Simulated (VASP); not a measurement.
Input:

```
MgS
1.0
    0.00000     7.83395     7.83395
    7.83395     0.00000     7.83395
    7.83395     7.83395     0.00000
Mg S
27 27
Cartesian
  0.00000   0.00000   0.00000
  2.61132   2.61132   0.00000
  5.22264   5.22264   0.00000
  2.61132   0.00000   2.61132
  5.22263   2.61132   2.61132
  7.83395   5.22264   2.61132
  5.22264   0.00000   5.22264
  7.83395   2.61132   5.22264
 10.44528   5.22264   5.22264
  0.00000   2.61132   2.61132
  2.61132   5.22263   2.61132
  5.22264   7.83395   2.61132
  2.61132   2.61132   5.22263
  5.22263   5.22263   5.22263
  7.83395   7.83395   5.22263
  5.22264   2.61132   7.83395
  7.83395   5.22263   7.83395
 10.44528   7.83395   7.83395
  0.00000   5.22264   5.22264
  2.61132   7.83395   5.22264
  5.22264  10.44528   5.22264
  2.61132   5.22264   7.83395
  5.22263   7.83395   7.83395
  7.83395  10.44528   7.83395
  5.22264   5.22264  10.44528
  7.83395   7.83395  10.44528
 10.44528  10.44528  10.44528
  2.61132   2.61132   2.61132
  5.22264   5.22264   2.61132
  7.83395   7.83395   2.61132
  5.22264   2.61132   5.22264
  7.83395   5.22264   5.22264
 10.44527   7.83395   5.22264
  7.83395   2.61132   7.83395
 10.44527   5.22264   7.83395
 13.05658   7.83395   7.83395
  2.61132   5.22264   5.22264
  5.22264   7.83395   5.22264
  7.83395  10.44527   5.22264
  5.22264   5.22264   7.83395
  7.83395   7.83395   7.83395
 10.44527  10.44527   7.83395
  7.83395   5.22264  10.44527
 10.44527   7.83395  10.44527
 13.05658  10.44527  10.44527
  2.61132   7.83395   7.83395
  5.22264  10.44527   7.83395
  7.83395  13.05658   7.83395
  5.22264   7.83395  10.44527
  7.83395  10.44527  10.44527
 10.44527  13.05658  10.44527
  7.83395   7.83395  13.05658
 10.44527  10.44527  13.05658
 13.05658  13.05658  13.05658
```

The numbers are results of PBE GGA, VASP's PBE PAW potentials (set 64) (plane waves; VASP), not measurements. Run with PREC = Normal, LREAL = Auto, EDIFF = 1E-5, 400 eV cut-off, 1×1×1 Γ-centred mesh, Gaussian smearing of 0.050 eV, potentials Mg S.

The supercell is sampled at Γ alone, which is coarse: total energies, pressure and levels can be off, energies of defects by several tenths of an eV.

**Question.** Give the stress tensor in GPa (positive for a compressed cell).

**Answer.** 
```
1.49  0.00  0.00
0.00  1.49  0.00
0.00  0.00  1.49
```
The pressure is its mean diagonal, 1.49 GPa.

The cell is a supercell, built from a database entry that may be metastable or hypothetical.
